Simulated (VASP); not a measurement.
A convergence study with VASP on SrTiO$_{3}$ (cubic perovskite): one setting is varied, all else stays as given below, so the limit is that of these other settings.

```xyz
5
Lattice="3.9050 0.0000 0.0000 0.0000 3.9050 0.0000 0.0000 0.0000 3.9050" Properties=species:S:1:pos:R:3 pbc="T T T"
Sr     0.0000     0.0000     0.0000
Ti     1.9525     1.9525     1.9525
O      1.9525     0.0000     1.9525
O      0.0000     1.9525     1.9525
O      1.9525     1.9525     0.0000
```

Computed with LDA (Ceperley-Alder, Perdew-Zunger), VASP's LDA PAW potentials (set 64) (plane waves; VASP). The tightest run used: 700 eV cut-off, 10×10×10 Monkhorst-Pack mesh, Gaussian smearing of 0.050 eV, potentials Sr_sv Ti_sv O.

### Question
The settings run are 2×2×2 mesh; 3×3×3 mesh; 4×4×4 mesh; 5×5×5 mesh; 6×6×6 mesh; 7×7×7 mesh; 8×8×8 mesh; 9×9×9 mesh; 10×10×10 mesh. From which on does the energy per atom stay within 0.01 eV/atom of the tightest run?

### Answer
From 4×4×4 mesh on: it is off by 0.0030 there and by no more than 0.01 in any finer run, while 3×3×3 mesh is off by 0.0215.
```
setting        E (eV/atom)  pressure (GPa)  irreducible k-points  difference judged (eV/atom)
-------------  -----------  --------------  --------------------  ---------------------------
2×2×2 mesh         -8.9025           -7.16                     1                       0.0710
3×3×3 mesh         -8.8100           -6.22                     4                       0.0215
4×4×4 mesh         -8.8344           -6.58                     4                       0.0030
5×5×5 mesh         -8.8308           -6.54                    10                       0.0007
6×6×6 mesh         -8.8316           -6.55                    10                       0.0001
7×7×7 mesh         -8.8314           -6.55                    20                       0.0000
8×8×8 mesh         -8.8314           -6.55                    20                       0.0000
9×9×9 mesh         -8.8315           -6.55                    35                       0.0000
10×10×10 mesh      -8.8315           -6.55                    35                       0.0000
```

Left out are rungs that failed or repeat a setting and relaxations that didn't move; long series are thinned to 24 rows.

The compound is SrTiO3 in the cubic perovskite structure, the ideal cubic form; the compound distorts at low or room temperature. The cell was not relaxed at this level.
